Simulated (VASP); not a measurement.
```
BiGa
1.0
    0.00000     3.06657     3.06657
    3.06657     0.00000     3.06657
    3.06657     3.06657     0.00000
Ga Bi
1 1
Cartesian
  0.00000   0.00000   0.00000
  1.53329   1.53329   1.53329
```

Level of theory: PBEsol GGA, VASP's PBE PAW potentials (set 64) (plane waves; VASP 6.6.1). Settings: 500 eV cut-off, 10×10×10 Γ-centred mesh, first-order Methfessel-Paxton smearing of 0.10 eV, potentials Ga_d Bi_d.

Unless said otherwise, spin-orbit coupling is left out, though it shifts the bands of the heavy elements here.

Task: What does the run give for the energy per atom (σ→0), pressure, band gap (on the k-mesh) with the smallest direct gap where there is one?

Result: 
```json
{
 "band gap (on the k-mesh)": "none (metal, semimetal or under 0.01 eV)",
 "energy per atom (σ→0)": "-3.732 eV/atom",
 "pressure": "5.10 GPa"
}
```

Total energies compare only between runs with the same potentials, cut-off and functional.

The structure was generated: GaBi was put into the zinc blende type (F-43m), which need not be its known phase. It was relaxed first under an external pressure of 5 GPa.
